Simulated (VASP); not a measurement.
# RbSrSi2 (P4/mmm) in VASP: further runs

One crystal, RbSrSi2, is run at these levels: PBE; tasks: single point.

Everything below comes from runs of VASP 6.6.1. Logs are shortened: lines on timing, memory, paths and dates and some standing lists are left out, and cuts for length are marked.

## (1) Starting point

The structure is tetragonal, space group P4/mmm (No. 123). Conventional cell: a = 4.328 Å, b = 4.328 Å, c = 7.628 Å, α = 90.00°, β = 90.00°, γ = 90.00°. Around Rb (site symmetry 4/mmm) lie 2 Sr at 3.81 Å and 8 Si at 4.08 Å and 4 Rb at 4.33 Å. Around Sr (site symmetry 4/mmm) lie 8 Si at 3.26 Å. Si (site symmetry 4mm) has 1 Si at 2.23 Å as nearest neighbours.

The cell was built by a generator and needn't be a form met in nature.

## (2) Single point, PBE

Input file INCAR:

```
SYSTEM = RbSrSi2
PREC = Accurate
ENCUT = 520
EDIFF = 1E-7
ISMEAR = 0
SIGMA = 0.1
LREAL = .FALSE.
LASPH = .TRUE.
NELM = 60
ALGO = Normal
ISIF = 2
LWAVE = .FALSE.
LCHARG = .FALSE.
GGA = PE
NBANDS = 22
```

Input file KPOINTS:

```
regular mesh
0
G
  4 4 4
  0 0 0
```

Input file POSCAR:

```
RbSrSi2
1.0
    4.3282773959      0.0000000000      0.0000000000
    0.0000000000      4.3282773959      0.0000000000
    0.0000000000      0.0000000000      7.6282135194
Rb Sr Si
1 1 2
Direct
    0.0000000000      0.0000000000      0.5000000000
    0.0000000000      0.0000000000      0.0000000000
    0.5000000000      0.5000000000      0.1460466925
    0.5000000000      0.5000000000      0.8539533075
```

Potentials or basis: VASP PAW PBE potentials, release 64 (Rb_sv, Sr_sv, Si).

Command:

```sh
$ cat potpaw_PBE.64/Rb_sv/POTCAR potpaw_PBE.64/Sr_sv/POTCAR potpaw_PBE.64/Si/POTCAR > POTCAR
$ mpirun -np 1 vasp_std > vasp.out
```

OUTCAR:

```text
SYSTEM = RbSrSi2
   PREC = Accurate
   ENCUT = 520
   EDIFF = 1E-7
   ISMEAR = 0
   LREAL = .FALSE.
   LASPH = .TRUE.
   NELM = 60
   ISIF = 2
   GGA = PE

 ion  position               nearest neighbor table
   1  0.000  0.000  0.500-   2 3.81   2 3.81   4 4.08   3 4.08   3 4.08   4 4.08   3 4.08   4 4.08
                             3 4.08   4 4.08
   2  0.000  0.000  0.000-   3 3.26   4 3.26   3 3.26   4 3.26   3 3.26   4 3.26   3 3.26   4 3.26
                             1 3.81   1 3.81
   3  0.500  0.500  0.146-   4 2.23   2 3.26   2 3.26   2 3.26   2 3.26   1 4.08   1 4.08   1 4.08
                             1 4.08
   4  0.500  0.500  0.854-   3 2.23   2 3.26   2 3.26   2 3.26   2 3.26   1 4.08   1 4.08   1 4.08
                             1 4.08

  LATTYP: Found a simple tetragonal cell.
 ALAT       =     4.3282773959
 C/A-ratio  =     1.7624132701

  Lattice vectors:

 A1 = (   4.3282773959,   0.0000000000,   0.0000000000)
 A2 = (   0.0000000000,   4.3282773959,   0.0000000000)
 A3 = (   0.0000000000,   0.0000000000,   7.6282135194)

Analysis of symmetry for initial positions (statically):
=====================================================================
 Subroutine PRICEL returns:
 Original cell was already a primitive cell.

 Routine SETGRP: Setting up the symmetry group for a
 simple tetragonal supercell.

 Subroutine GETGRP returns: Found 16 space group operations
 (whereof 16 operations were pure point group operations)
 out of a pool of 16 trial point group operations.

The static configuration has the point symmetry D_4h.

Analysis of symmetry for dynamics (positions and initial velocities):
=====================================================================
 Subroutine PRICEL returns:
 Original cell was already a primitive cell.

 Routine SETGRP: Setting up the symmetry group for a
 simple tetragonal supercell.

 Subroutine GETGRP returns: Found 16 space group operations
 (whereof 16 operations were pure point group operations)
 out of a pool of 16 trial point group operations.

The dynamic configuration has the point symmetry D_4h.

 Subroutine INISYM returns: Found 16 space group operations
 (whereof 16 operations are pure point group operations),
 and found     1 'primitive' translations

----------------------------------------------------------------------------------------

                                     Primitive cell

  volume of cell :     142.9068

  direct lattice vectors                    reciprocal lattice vectors
     4.328277396  0.000000000  0.000000000     0.231038796  0.000000000  0.000000000
     0.000000000  4.328277396  0.000000000     0.000000000  0.231038796  0.000000000
     0.000000000  0.000000000  7.628213519     0.000000000  0.000000000  0.131092293

  length of vectors
     4.328277396  4.328277396  7.628213519     0.231038796  0.231038796  0.131092293

  position of ions in fractional coordinates (direct lattice)
     0.000000000  0.000000000  0.500000000
     0.000000000  0.000000000  0.000000000
     0.500000000  0.500000000  0.146046693
     0.500000000  0.500000000  0.853953307

  ion indices of the primitive-cell ions
   primitive index   ion index
                 1           1
                 2           2
                 3           3
                 4           4

----------------------------------------------------------------------------------------

 KPOINTS: regular mesh

Automatic generation of k-mesh.
 Grid dimensions read from file:
 generate k-points for:    4    4    4

 Generating k-lattice:

  Cartesian coordinates                     Fractional coordinates (reciprocal lattice)
     0.057759699  0.000000000  0.000000000     0.250000000  0.000000000  0.000000000
     0.000000000  0.057759699  0.000000000     0.000000000  0.250000000  0.000000000
     0.000000000  0.000000000  0.032773073     0.000000000  0.000000000  0.250000000

  Length of vectors
     0.057759699  0.057759699  0.032773073

  Shift w.r.t. Gamma in fractional coordinates (k-lattice)
     0.000000000  0.000000000  0.000000000

 Subroutine IBZKPT returns following result:
 ===========================================

 Found     18 irreducible k-points:

 Following reciprocal coordinates:
            Coordinates               Weight
  0.000000  0.000000  0.000000      1.000000
  0.250000  0.000000  0.000000      4.000000
  0.500000  0.000000  0.000000      2.000000
  0.250000  0.250000  0.000000      4.000000
  0.500000  0.250000  0.000000      4.000000
  0.500000  0.500000  0.000000      1.000000
[... 10 lines left out ...]
  0.500000  0.250000  0.500000      4.000000
  0.500000  0.500000  0.500000      1.000000
   k-points           NKPTS =     18   k-points in BZ     NKDIM =     18   number of bands    NBANDS=     22
   number of dos      NEDOS =    301   number of ions     NIONS =      4
   total plane-waves  NPLWV =  61440
   dimension x,y,z NGX =    32 NGY =   32 NGZ =   60
   dimension x,y,z NGXF=    64 NGYF=   64 NGZF=  120
   ions per type =               1   1   2
   NGX,Y,Z   is equivalent  to a cutoff of  12.29, 12.29, 13.08 a.u.
   NGXF,Y,Z  is equivalent  to a cutoff of  24.58, 24.58, 26.15 a.u.
 SYSTEM =  RbSrSi2
   PREC   = accura    normal or accurate (medium, high low for compatibility)
   ISTART =      0    job   : 0-new  1-cont  2-samecut
   ICHARG =      2    charge: 1-file 2-atom 10-const
   ISPIN  =      1    spin polarized calculation?
   LNONCOLLINEAR =      F non collinear calculations
   LSORBIT =      F    spin-orbit coupling
   LASPH  =      T    aspherical Exc in radial PAW
   ENCUT  =  520.0 eV  38.22 Ry    6.18 a.u.   8.05  8.05 14.18*2*pi/ulx,y,z
   NELM   =     60;   NELMIN=  2; NELMDL= -5     # of ELM steps
   EDIFF  = 0.1E-06   stopping-criterion for ELM
   LREAL  =      F    real-space projection
   EDIFFG = 0.1E-05   stopping-criterion for IOM
   NSW    =      0    number of steps for IOM
   IBRION =     -1    ionic relax: 0-MD 1-quasi-New 2-CG
   NFREE  =      0    steps in history (QN), initial steepest desc. (CG)
   ISIF   =      2    stress and relaxation
   ISYM   =      2    0-nonsym 1-usesym 2-fastsym
   POTIM  = 0.5000    time-step for ionic-motion
   TEBEG  =    0.0;   TEEND  =   0.0 temperature during run
   PSTRESS=    0.0 pullay stress
   NELECT =      27.0000    total number of electrons
   NUPDOWN=      -1.0000    fix difference up-down
   EMIN   =  10.00;   EMAX   =-10.00  energy-range for DOS
   EFERMI =   0.00;   METHOD = LEGACY
   ISMEAR =     0;   SIGMA  =   0.10  broadening in eV -4-tet -1-fermi 0-gaus
   EFERMI_NEDOS =   21; number of points for ismear=-14 and -15
   IALGO  =     38    algorithm
   IMIX   =      4    mixing-type and parameters
     AMIX     =   0.40;   BMIX     =  1.00
     AMIX_MAG =   1.60;   BMIX_MAG =  1.00
  volume/ion in A,a.u.               =      35.73       241.10
  Fermi-wavevector in a.u.,A,eV,Ry     =   0.939388  1.775186 12.006463  0.882450
  Thomas-Fermi vector in A             =   2.066695
   LORBIT       =      0    0 simple, 1 ext, 2 COOP (PROOUT), +10 PAW based schemes
   GGA     = PE    functional components
   LHFCALC =     F    Hartree Fock is set to
   AEXX    =    0.0000 exact exchange contribution
   IVDW    =     0    specifies the selected vdW correction
   LEPSILON=     F    determine dielectric tensor
   LRPA    =     F    only Hartree local field effects (RPA)
 non-spin polarized calculation
 Gauss-broadening in eV      SIGMA  =   0.10
  energy-cutoff  :      520.00
  volume of cell :      142.91
 maximum number of plane-waves:      3880
   NGX = 17   NGY = 17   NGZ = 29

 number of electron      27.0000000 magnetization

 Free energy of the ion-electron system (eV)
  ---------------------------------------------------
  ext. energy  EPLUGINS =         0.00000000
  ---------------------------------------------------
  free energy    TOTEN  =       -13.42851913 eV

  energy without entropy =      -13.41974901  energy(sigma->0) =      -13.42413407

 E-fermi :   2.1738     XC(G=0):  -7.8345

 val. band max:        2.0521303838   @ k =   0.0000   0.0000   0.0000
 cond. band min:       2.2209041389   @ k =   0.2500   0.2500   0.0000
 fundamental gap:      0.1687737551
 Fermi energy:         2.1737659893

 k-point     1 :       0.0000    0.0000    0.0000
  band No.  band energies     occupation
      1     -33.1003      2.00000
      2     -26.0197      2.00000
      3     -15.3484      2.00000
      4     -15.0321      2.00000
      5     -15.0321      2.00000
      6     -10.1777      2.00000
[... 14 lines left out ...]
     21       6.4504      0.00000
     22       6.8455      0.00000

 k-point     2 :       0.2500    0.0000    0.0000
  band No.  band energies     occupation
      1     -33.0980      2.00000
      2     -26.0147      2.00000
      3     -15.3405      2.00000
      4     -15.1038      2.00000
      5     -15.0240      2.00000
      6     -10.1620      2.00000
[... 14 lines left out ...]
     21       6.6274      0.00000
     22       7.0420      0.00000

 k-point     3 :       0.5000    0.0000    0.0000
  band No.  band energies     occupation
      1     -33.0956      2.00000
      2     -26.0097      2.00000
      3     -15.3326      2.00000
      4     -15.1734      2.00000
      5     -15.0158      2.00000
      6     -10.2114      2.00000
[... 14 lines left out ...]
     21       6.5188      0.00000
     22       7.2493      0.00000
[... 326 lines left out ...]
 k-point    17 :       0.5000    0.2500    0.5000
  band No.  band energies     occupation
      1     -33.0934      2.00000
      2     -26.0050      2.00000
      3     -15.3212      2.00000
      4     -15.1533      2.00000
      5     -15.0750      2.00000
      6     -10.1946      2.00000
[... 14 lines left out ...]
     21       6.6061      0.00000
     22       7.6630      0.00000

 k-point    18 :       0.5000    0.5000    0.5000
  band No.  band energies     occupation
      1     -33.0912      2.00000
      2     -26.0001      2.00000
      3     -15.3149      2.00000
      4     -15.1331      2.00000
      5     -15.1331      2.00000
      6     -10.1774      2.00000
[... 14 lines left out ...]
     21       7.1903      0.00000
     22       7.6692      0.00000

------------------------ aborting loop because EDIFF is reached ----------------------------------------

  FORCE on cell =-STRESS in cart. coord.  units (eV):
  Direction    XX          YY          ZZ          XY          YZ          ZX
  --------------------------------------------------------------------------------------
  -------------------------------------------------------------------------------------
  Total        0.1357704      0.1357704     -0.0151998      0.0000000      0.0000000      0.0000000
  in kB        1.5221686      1.5221686     -0.1704101      0.0000000      0.0000000      0.0000000
  external PRESSURE =       0.9579757 kB  Pullay stress =       0.0000000 kB

 VOLUME and BASIS-vectors are now :
 -----------------------------------------------------------------------------
  energy-cutoff  :      520.00
  volume of cell :      142.91
      direct lattice vectors                 reciprocal lattice vectors
     4.328277396  0.000000000  0.000000000     0.231038796  0.000000000  0.000000000
     0.000000000  4.328277396  0.000000000     0.000000000  0.231038796  0.000000000
     0.000000000  0.000000000  7.628213519     0.000000000  0.000000000  0.131092293

 POSITION                                       TOTAL-FORCE (eV/Angst)
 -----------------------------------------------------------------------------------
      0.00000      0.00000      3.81411         0.000000      0.000000      0.000000
      0.00000      0.00000      0.00000         0.000000      0.000000      0.000000
      2.16414      2.16414      1.11408         0.000000      0.000000     -0.010479
      2.16414      2.16414      6.51414         0.000000      0.000000      0.010479
 -----------------------------------------------------------------------------------
    total drift:                                0.000000      0.000000      0.000000

  FREE ENERGIE OF THE ION-ELECTRON SYSTEM (eV)
  ---------------------------------------------------
  free  energy   TOTEN  =       -13.4285191305 eV

  energy  without entropy=      -13.4197490059  energy(sigma->0) =      -13.42413407
```

Wall time 53 s (1 thread of AMD EPYC 7R43 (Zen 3), shared host); peak memory 0.23 GiB.

Results:

- Free energy: -13.4285 eV
- Pressure: 0.1 GPa
- Largest force: 0.010 eV/Å
- Band gap on the k mesh: none (metal or under the smearing width)

Forces in eV/Å, atoms in the order of the input:
```
Rb   0.000  0.000  0.000
Sr   0.000  0.000  0.000
Si   0.000  0.000 -0.010
Si   0.000  0.000  0.010
```

Levels at points of the mesh, in eV from the Fermi level:
```
           k point  band 10  band 11  band 12  band 13  band 14  band 15  band 16  band 17
(0.00, 0.00, 0.00)    -5.03    -2.32    -0.12    -0.12     1.15     1.31     1.31     1.97
(0.50, 0.00, 0.00)    -4.92    -3.11    -1.23    -0.98     0.06     1.30     2.63     3.26
(0.50, 0.50, 0.00)    -4.26    -1.76    -1.76    -1.09    -0.73    -0.73     1.35     4.25
(0.00, 0.00, 0.50)    -5.30    -1.42    -0.15    -0.15     1.01     1.22     1.44     1.44
(0.50, 0.00, 0.50)    -4.92    -2.96    -1.06    -0.96    -0.60     2.39     2.55     2.63
(0.50, 0.50, 0.50)    -4.39    -1.82    -1.82    -0.56    -0.56    -0.50     2.34     2.52
```

Caveat: the k mesh is coarse (spacing up to 0.36 Å⁻¹), so the values aren't converged.

(Continued in part 2 of 2.)
